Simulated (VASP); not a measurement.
Data:

```xyz
2
Lattice="0.0000 3.1286 3.1286 3.1286 0.0000 3.1286 3.1286 3.1286 0.0000" Properties=species:S:1:pos:R:3 pbc="T T T"
K      0.0000     0.0000     0.0000
Cl     3.1286     3.1286     3.1286
```

The numbers are results of optB88-vdW, VASP's PBE PAW potentials (set 64) (plane waves; VASP), not measurements. Run with 520 eV cut-off, 7×7×7 Γ-centred mesh, Gaussian smearing of 0.050 eV, potentials K_sv Cl.

Problem. Give the energy at these volumes per atom, relative to the lowest: 28.64, 29.56, 30.47, 31.38, 32.30 Å³.

Solution. 9.2, 2.5, 0.0, 1.1, 5.1 meV/atom. A third-order Birch-Murnaghan fit gives B0 = 20.2 GPa and B0′ = 5.0.

The compound is KCl in the rock salt structure. It was relaxed first.
